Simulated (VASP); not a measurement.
```
ScC
1.0
    0.00000     2.49046     2.49046
    2.49046     0.00000     2.49046
    2.49046     2.49046     0.00000
Sc C
1 1
Cartesian
  0.00000   0.00000   0.00000
  1.24523   1.24523   1.24523
```

All values below come from LDA (Ceperley-Alder, Perdew-Zunger), VASP's LDA PAW potentials (set 64) (plane waves; VASP). Numerical set-up: 520 eV cut-off, Gaussian smearing of 0.050 eV, potentials Sc_sv C.

### Question
What does the run give for the band gap (along the path) with the smallest direct gap where there is one?

### Answer

* **band gap (along the path)**: none (metal, semimetal or under 0.01 eV)

The absolute energy has meaning only against runs of the same code, potentials and settings.

The structure was generated: ScC was put into the zinc blende type (F-43m), which need not be its known phase. It was relaxed first, which changed the volume by -33 %. The electron count is odd and the run is not spin-polarised, which forces a metal.
